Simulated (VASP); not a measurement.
Consider the following.

```
CELL_PARAMETERS angstrom
      0.00000     2.23791     2.23791
      2.23791     0.00000     2.23791
      2.23791     2.23791     0.00000
ATOMIC_POSITIONS crystal
  Ru 0.00000 0.00000 0.00000
  N  0.75000 0.75000 0.75000
```

Level of theory: LDA (Ceperley-Alder, Perdew-Zunger), VASP's LDA PAW potentials (set 64) (plane waves; VASP). Numerical set-up: 520 eV cut-off, 16×16×16 Γ-centred mesh, tetrahedra with Blöchl corrections, potentials Ru_pv N.

Problem. Tabulate the total density of states (states/eV per cell) against energy (eV; zero at the valence-band maximum or, without a gap, the Fermi level).

Solution. 
```
E (eV) | DOS (states/eV)
    -9.98 |  0.00
    -9.62 |  0.00
    -9.26 |  0.00
    -8.90 |  0.00
    -8.66 |  0.00
    -8.30 | # 0.10
    -7.94 | ############ 1.05
    -7.58 | ####################### 2.07
    -7.22 | ########################## 2.35
    -6.86 | ########################## 2.39
    -6.50 | ############################## 2.72
    -6.14 | ###################### 1.96
    -5.90 | ################### 1.70
    -5.54 | ############## 1.24
    -5.18 | ############ 1.11
    -4.82 |  0.04
    -4.46 |  0.00
    -4.10 |  0.00
    -3.74 |  0.00
    -3.38 | # 0.09
    -3.14 | ########### 0.99
    -2.78 | ############# 1.16
    -2.42 | ############## 1.27
    -2.06 | ############## 1.31
    -1.70 | ##################### 1.86
    -1.34 | ############################## 2.73
    -0.98 | ############# 1.18
    -0.62 | ###### 0.57
    -0.38 | ################### 1.73
    -0.02 | ############## 1.28
     0.34 | ###### 0.55
     0.70 | ### 0.30
     1.06 | ######### 0.83
     1.42 | ############# 1.16
     1.78 | ############## 1.29
     2.14 | ################ 1.49
     2.38 | #################### 1.78
     2.74 | ############################ 2.57
     3.10 | ############### 1.32
     3.46 | ########### 1.02
```
Within 2 eV below the Fermi level the largest weight inside VASP's projection spheres is Ru d.

The structure comes from a computed database's RuN entry (F-43m); how it stands against other phases isn't given here. It was relaxed first, which changed the volume by -6 %. The electron count is odd and the run is not spin-polarised, which forces a metal.
